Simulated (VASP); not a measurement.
VASP runs on TiSi2 (space group Cmcm) share one base input (LDA (Ceperley-Alder, Perdew-Zunger), plane waves, VASP's LDA PAW potentials (set 64)) and change the settings named in each case.

KPOINTS:
```
K-points
0
G
9 9 8
```

File POSCAR:
```
TiSi2
1.0
  1.7737540000  -6.7924000000   0.0000000000
  1.7737540000   6.7924000000   0.0000000000
  0.0000000000   0.0000000000   3.5826390000
Ti Si
2 4
Direct
  0.8968800000   0.1031200000   0.7500000000
  0.1031200000   0.8968800000   0.2500000000
  0.5582500000   0.4417500000   0.7500000000
  0.4417500000   0.5582500000   0.2500000000
  0.2496900000   0.7503100000   0.7500000000
  0.7503100000   0.2496900000   0.2500000000
```

### INCAR
```
SYSTEM = TiSi2
PREC = Accurate
ENCUT = 300
EDIFF = 1E-6
NELM = 100
ALGO = Normal
LREAL = .FALSE.
LASPH = .TRUE.
ISMEAR = 0
SIGMA = 0.1
LMAXMIX = 4
LWAVE = .FALSE.
LCHARG = .FALSE.
ISIF = 2
```

POTCAR, in this order: Ti_sv Si (LDA.64 set). Program: vasp_std.

```tsv
change	E(σ→0) (eV/atom)	pressure (GPa)	largest force (eV/Å)	−TS (eV)
base run	-7.4805	-7.32	0.077	-0.0071
ENCUT = 120	-6.2456	-255.76	0.262	-0.0077
ENCUT = 150	-7.3361	-91.92	0.607	-0.0079
ENCUT = 180	-7.4089	-39.29	0.176	-0.0075
ENCUT = 210	-7.4527	-18.09	0.085	-0.0070
ENCUT = 240	-7.4774	(withheld)	(withheld)	-0.0071
ENCUT = 270	-7.4781	(withheld)	0.081	-0.0071
ENCUT = 345	-7.4822	-7.36	0.080	-0.0071
ENCUT = 390	-7.4833	-7.32	0.081	-0.0071
ENCUT = 450	-7.4841	-7.18	0.080	-0.0071
ENCUT = 525	-7.4843	-7.09	0.080	-0.0071
ENCUT = 600	-7.4844	-7.09	0.079	-0.0071
KPOINTS 1×1×1 Γ-centred mesh	-5.4235	11.66	4.040	-0.1186
```

Q: Some entries are withheld; supply them.

A: 
- ENCUT = 240, pressure (GPa): -9.63
- ENCUT = 240, largest force (eV/Å): 0.069
- ENCUT = 270, pressure (GPa): -7.67

Energies of different potentials or functionals have different zeros.  The base run's pressure lies -0.23 GPa from that at 600 eV (Pulay error).

Left out are runs that ran out of time, are held back, or changed the cell or the kind of run, fixed moments of cells without a moment, rows past the twelfth, gaps on odd meshes, pressures of charged cells and columns that move by less than the noise.

The structure comes from a computed database's TiSi2 entry; how it stands against other phases isn't given here. The cell was not relaxed at this level, forces remain on its atoms, its lattice was scaled by up to 2.5 %.
